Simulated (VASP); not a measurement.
Given:

```xyz
2
Lattice="3.5966 0.0000 0.0000 -1.7983 3.1147 0.0000 0.0000 0.0000 3.1034" Properties=species:S:1:pos:R:3 pbc="T T T"
Ga     0.0000     0.0000     0.0000
P      1.7983     1.0382     1.5517
```

Calculation: r2SCAN meta-GGA, VASP's PBE PAW potentials (set 64) (plane waves; VASP 6.6.1). Run with 400 eV cut-off, 13×13×13 Γ-centred mesh, tetrahedra with Blöchl corrections, potentials Ga_d P.

Q: Give the energies of bands 7 to 12 at the high-symmetry points, in eV from the Fermi level.

A: 
| band | Γ | M | K | A | L | H |
|---|---|---|---|---|---|---|
| 7 | -0.89 | -8.35 | -8.20 | -8.76 | -6.04 | -5.30 |
| 8 | -0.89 | -2.84 | -5.53 | 0.98 | -4.92 | -4.76 |
| 9 | -0.04 | 0.93 | 2.06 | 0.98 | -3.57 | -3.63 |
| 10 | 0.56 | 1.74 | 5.66 | 4.84 | -0.09 | -2.26 |
| 11 | 4.41 | 6.78 | 6.69 | 5.17 | 2.98 | -0.29 |
| 12 | 4.41 | 6.87 | 6.74 | 5.50 | 4.31 | 8.27 |

It has no gap at this level: it comes out as a metal or semimetal.

The structure was generated: GaP was put into the WC type (P-6m2), which need not be its known phase. It was relaxed first, which changed the volume by +15 %.
